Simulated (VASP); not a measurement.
Be2As:

```
Be As
1.0
     1.80025    1.03938    3.52451
    -1.80025    1.03938    3.52451
     0.00000   -2.07875    3.52451
Be As
2 1
Cartesian
  0.0000 0.0000 2.3710
  0.0000 0.0000 8.2025
  0.0000 0.0000 0.0000
```

The cell was built by a generator and needn't be a form met in nature.

```yaml
Program: VASP 6.6.1
Task: single point
Functional: PBE
Potentials_or_basis: VASP PAW PBE potentials, release 64 (Be, As)
Cutoff: 520 eV
k_mesh: 9 × 9 × 9
Occupations: fermi-dirac, width 0.05 eV
Spin: no spin polarisation
```

On this cell: pressure 0.5 GPa; largest force 0.009 eV/Å; band gap on the k mesh none (metal or under the smearing width).

The same run follows on a disturbed copy (atoms moved at random, drawn with an rms of 0.05 Å):

```
Be As
1.0
     1.80025    1.03938    3.52451
    -1.80025    1.03938    3.52451
     0.00000   -2.07875    3.52451
Be As
2 1
Direct
  0.21725 0.22665 0.22617
  0.76840 0.77584 0.77453
  0.99067 0.00031 0.00866
```

Q: What changes?

A: The energy (extrapolated to zero smearing) moves by +0.8 meV/atom; pressure 0.6 GPa; largest force 0.118 eV/Å; band gap on the k mesh none (metal or under the smearing width).

Forces on the atoms (eV/Å):
```
Be   0.003 -0.030 -0.011
Be  -0.012 -0.058  0.089
As   0.009  0.088 -0.078
```

Stress tensor (GPa, compression positive):
```
 0.76 -0.04 -0.05
-0.04  0.91 -0.11
-0.05 -0.11  0.14
```
